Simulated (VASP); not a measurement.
A calculation with VASP 6.6.1 of Mg6ZrW (native input, structure from a POSCAR):

File INCAR:

```
PREC = Accurate ; ENCUT = 520
EDIFF = 1E-7 ; ISMEAR = 0
SIGMA = 0.05 ; LREAL = False
LASPH = True ; NELM = 60
ALGO = Normal ; ISIF = 2
LWAVE = False ; LCHARG = True
GGA = RP ; LELF = True
LVHAR = True ; NBANDS = 29
```

Contents of KPOINTS:

```
regular mesh
0
Gamma
  6 5 5
```

File POSCAR:

```
Mg6ZrW
1.0
    4.9420090000      0.0000000000      0.0000000000
    0.0000000000      3.0395320000      5.5742655000
    0.0000000000     -3.0395320000      5.5742655000
W Zr Mg
1 1 6
Cartesian
    2.4710045000      0.0000000000      7.7866580314
    0.0000000000      0.0000000000      8.9243210258
    2.4710045000      0.0000000000      1.9547388314
    2.4710045000      1.5391946885      4.7686837985
    2.4710045000     -1.5391946885      4.7686837985
    0.0000000000      0.0000000000      3.6629947910
    0.0000000000      1.4816502687      6.3640162875
    0.0000000000     -1.4816502687      6.3640162875
```

Potentials or basis: VASP PAW PBE potentials, release 64 (W_sv, Zr_sv, Mg).

Command:

```bash
$ cat potpaw_PBE.64/W_sv/POTCAR potpaw_PBE.64/Zr_sv/POTCAR potpaw_PBE.64/Mg/POTCAR > POTCAR
$ mpirun -np 1 vasp_std > vasp.out
```

The cell comes from a database or a generator and needn't be the stable form of this composition.

Write the same calculation in another form: ASE script, structure typed inline.

As run:

File run.py:

```python
from ase import Atoms
from ase.calculators.vasp import Vasp
from ase.dft.bandgap import bandgap

atoms = Atoms(
    ['W', 'Zr', 'Mg', 'Mg', 'Mg', 'Mg', 'Mg', 'Mg'],
    cell=[[4.942009, 0.0, 0.0], [0.0, 3.039532, 5.5742655], [0.0, -3.039532, 5.5742655]],
    scaled_positions=[[0.5, 0.698447, 0.698447], [0.0, 0.800493, 0.800493], [0.5, 0.175336, 0.175336], [0.5, 0.680937, 0.174545], [0.5, 0.174545, 0.680937], [0.0, 0.328563, 0.328563], [0.0, 0.814569, 0.327109], [0.0, 0.327109, 0.814569]],
    pbc=True,
)
calc = Vasp(
    directory='calc',
    xc='rpbe',
    pp='PBE',
    setups={'base': 'minimal', 'W': '_sv'},
    prec='Accurate',
    encut=520,
    ediff=1e-06,
    ismear=0,
    sigma=0.05,
    lreal=False,
    lasph=True,
    nelm=100,
    algo='Fast',
    isif=2,
    lwave=False,
    lcharg=True,
    lelf=True,
    lvhar=True,
    kpts=[6, 5, 5],
    gamma=True,
)
atoms.calc = calc

print('energy (eV):', atoms.get_potential_energy())
print('free energy (eV):', atoms.get_potential_energy(force_consistent=True))
print('forces (eV/A):')
print(atoms.get_forces())
print('stress (eV/A^3, Voigt):', atoms.get_stress())
print('Fermi level (eV):', calc.get_fermi_level())
gap, top, bottom = bandgap(calc)
print('band gap (eV):', gap, 'from (spin, k, band)', top, 'to', bottom)
```

Potentials or basis: VASP PAW PBE potentials, release 64 (W_sv, Zr_sv, Mg).

Launch:

```console
$ python run.py
```

Both were run:

|  | native input, structure from a POSCAR | ASE script, structure typed inline |
| --- | --- | --- |
| Pressure | 1.5 GPa | 1.5 GPa |
| Largest force | 0.036 eV/Å | 0.034 eV/Å |
| Band gap on the k mesh | none (metal or under the smearing width) | none (metal or under the smearing width) |

Keys that steer only the numerical path or the files written may differ.

Caveat: the PAW data sets were made with another functional, which shifts forces and pressure a little.
